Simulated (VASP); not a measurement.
Given:

```
TiS2
1.0
    1.65547    -2.86736     0.00000
    1.65547     2.86736     0.00000
    0.00000     0.00000     5.43554
Ti S
1 2
Direct
  0.00000   0.00000   0.00000
  0.33333   0.66667   0.26205
  0.66667   0.33333   0.73795
```

These are LDA (Ceperley-Alder, Perdew-Zunger), VASP's LDA PAW potentials (set 64) (plane waves; VASP) values and carry that method's errors. Settings: 520 eV cut-off, Gaussian smearing of 0.050 eV, potentials Ti_sv S.

Question: Give the energies of bands 7 to 15 at the high-symmetry points, in eV from the Fermi level.

Answer: 
```tsv
band	Γ	M	K	A	L	H
7	-5.96	-5.67	-4.67	-3.82	-5.76	-4.80
8	-2.77	-3.86	-4.44	-2.90	-5.00	-4.80
9	-2.77	-3.15	-4.44	-2.69	-3.01	-3.91
10	0.32	-3.01	-2.82	-2.69	-2.94	-3.46
11	0.32	-2.63	-2.82	0.01	-1.06	-2.23
12	0.33	-1.61	-2.34	0.01	-1.03	-2.23
13	0.56	0.15	1.37	0.53	-0.24	1.39
14	0.56	1.77	2.06	0.53	1.76	1.52
15	0.82	2.25	2.06	1.69	2.21	1.52
```

It has no gap at this level: it comes out as a metal or semimetal.

The compound is TiS2 in the 1T layered structure. It was relaxed first, which changed the volume by -10 %.
